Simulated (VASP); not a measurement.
These are r2SCAN meta-GGA with spin-orbit coupling, VASP's PBE PAW potentials (set 64) (plane waves; VASP) values and carry that method's errors.

The input files of a VASP run:

### POSCAR
```
TiGe
1.0
  3.5809220682   0.0000000743   0.0000000000
 -1.7904614086   3.1011697709   0.0000000000
  0.0000000000   0.0000000000   6.4125851781
Ti Ge
2 2
Direct
  0.0000000000   0.0000000000   0.0000000000
  0.0000000000   0.0000000000   0.5000000000
  0.3333330000   0.6666670000   0.2500000000
  0.6666670000   0.3333330000   0.7500000000
```

INCAR:
```
! general
SYSTEM     = TiGe
PREC       = Accurate
ENCUT      = 400
LREAL      = .False.
LASPH      = .True.

! electronic loop
EDIFF      = 1E-6
NELM       = 100
ALGO       = Normal
LMAXMIX    = 4
LMIXTAU    = .True.

! smearing
ISMEAR     = 0
SIGMA      = 0.05

! functional
METAGGA    = R2SCAN
GGA_COMPAT = .False.

! spin
MAGMOM     = 12*0
LSORBIT    = .True.

! output
LWAVE      = .False.
LCHARG     = .False.
```

File KPOINTS:
```
Automatic mesh
0
Gamma
9 9 5
0 0 0
```

KPOINTS_OPT:
```
k-points along high-symmetry lines
5
Line-mode
Reciprocal
  0.000000   0.000000   0.000000 ! GAMMA
  0.500000   0.000000   0.000000 ! M

  0.500000   0.000000   0.000000 ! M
  0.333333   0.333333   0.000000 ! K

  0.333333   0.333333   0.000000 ! K
  0.000000   0.000000   0.000000 ! GAMMA

  0.000000   0.000000   0.000000 ! GAMMA
  0.000000   0.000000   0.500000 ! A

  0.000000   0.000000   0.500000 ! A
  0.500000   0.000000   0.500000 ! L

  0.500000   0.000000   0.500000 ! L
  0.333333   0.333333   0.500000 ! H

  0.333333   0.333333   0.500000 ! H
  0.000000   0.000000   0.500000 ! A

  0.500000   0.000000   0.500000 ! L
  0.500000   0.000000   0.000000 ! M

  0.333333   0.333333   0.500000 ! H
  0.333333   0.333333   0.000000 ! K
```

POTCAR, in this order: Ti_sv Ge_d (PBE.64 set). Program: vasp_ncl.

What VASP printed:

**OSZICAR**
```
       N       E                     dE             d eps       ncg     rms          rms(c)
DAV:   1     0.629292853785E+03    0.62929E+03   -0.21551E+04  5316   0.351E+03
DAV:   2     0.695806517308E+02   -0.55971E+03   -0.54874E+03  4464   0.949E+02
DAV:   3    -0.498590499035E+02   -0.11944E+03   -0.11624E+03  5210   0.271E+02
DAV:   4    -0.673866155208E+02   -0.17528E+02   -0.17236E+02  6624   0.944E+01
DAV:   5    -0.686941470930E+02   -0.13075E+01   -0.13050E+01  6216   0.225E+01    0.170E+01
DAV:   6    -0.539630553688E+02    0.14731E+02   -0.44184E+01  5566   0.521E+01    0.442E+00
DAV:   7    -0.557553309890E+02   -0.17923E+01   -0.43575E+00  5688   0.184E+01    0.238E+00
DAV:   8    -0.552064793423E+02    0.54885E+00   -0.11181E+00  5898   0.544E+00    0.122E+00
DAV:   9    -0.556485854011E+02   -0.44211E+00   -0.52775E-01  5006   0.391E+00    0.410E-01
DAV:  10    -0.556476986687E+02    0.88673E-03   -0.84691E-02  5502   0.187E+00    0.201E-01
DAV:  11    -0.556544719449E+02   -0.67733E-02   -0.27775E-02  5206   0.103E+00    0.183E-01
DAV:  12    -0.556518980988E+02    0.25738E-02   -0.33988E-03  5726   0.402E-01    0.140E-01
DAV:  13    -0.556540382484E+02   -0.21401E-02   -0.13871E-03  5200   0.205E-01    0.772E-02
DAV:  14    -0.556544002493E+02   -0.36200E-03   -0.44560E-03  5552   0.394E-01    0.328E-02
DAV:  15    -0.556549688615E+02   -0.56861E-03   -0.43096E-04  5000   0.142E-01    0.190E-02
DAV:  16    -0.556548729076E+02    0.95954E-04   -0.52122E-05  5012   0.534E-02    0.185E-02
DAV:  17    -0.556550272281E+02   -0.15432E-03   -0.70342E-05  4568   0.483E-02    0.885E-03
DAV:  18    -0.556550576841E+02   -0.30456E-04   -0.62497E-05  5312   0.497E-02    0.290E-03
DAV:  19    -0.556550599595E+02   -0.22753E-05   -0.24895E-06  4264   0.115E-02    0.234E-03
DAV:  20    -0.556550572992E+02    0.26603E-05   -0.52754E-07  3084   0.548E-03    0.108E-03
DAV:  21    -0.556550571727E+02    0.12648E-06   -0.17970E-06  3946   0.739E-03
   1 F= -.55655057E+02 E0= -.55654514E+02  d E =-.108725E-02  mag=     0.0000    -0.0000    -0.0000
       N       E                     dE             ncg
       N       E                     dE             ncg
```

OUTCAR:
```
------------------------ aborting loop because EDIFF is reached ----------------------------------------
  FORCE on cell =-STRESS in cart. coord.  units (eV):
  Direction    XX          YY          ZZ          XY          YZ          ZX
  --------------------------------------------------------------------------------------
  Total        0.0348237      0.0348237      0.0041518     -0.0000000      0.0000000     -0.0000000
  in kB        0.7834872      0.7834874      0.0934103     -0.0000001      0.0000000     -0.0000000
  external PRESSURE =       0.5534616 kB  Pullay stress =       0.0000000 kB
  volume of cell :       71.21
      direct lattice vectors                 reciprocal lattice vectors
     3.580922068  0.000000074  0.000000000     0.279257680  0.161229515  0.000000000
    -1.790461409  3.101169771  0.000000000    -0.000000007  0.322458963  0.000000000
     0.000000000  0.000000000  6.412585178     0.000000000  0.000000000  0.155943348
 POSITION                                       TOTAL-FORCE (eV/Angst)
 -----------------------------------------------------------------------------------
      0.00000      0.00000      0.00000        -0.000000     -0.000000      0.000000
      0.00000      0.00000      3.20629        -0.000000     -0.000000      0.000000
     -0.00000      2.06745      1.60315        -0.000000      0.000000      0.000000
      1.79046      1.03372      4.80944         0.000000      0.000000     -0.000000
 -----------------------------------------------------------------------------------
    total drift:                                0.000000      0.000000      0.000000
  FREE ENERGIE OF THE ION-ELECTRON SYSTEM (eV)
  ---------------------------------------------------
  free  energy   TOTEN  =       -55.6550571727 eV

  energy  without entropy=      -55.6539699206  energy(sigma->0) =      -55.65451355

 Ion:    1  E_soc:     -0.0110865

 Ion:    2  E_soc:     -0.0110865

 Ion:    3  E_soc:     -0.0189916

 Ion:    4  E_soc:     -0.0189916
```
(Selected blocks of OUTCAR.)

The structure was generated: TiGe was put into the NiAs type (P6_3/mmc), which need not be its known phase. It was relaxed first, which changed the volume by -13 %.
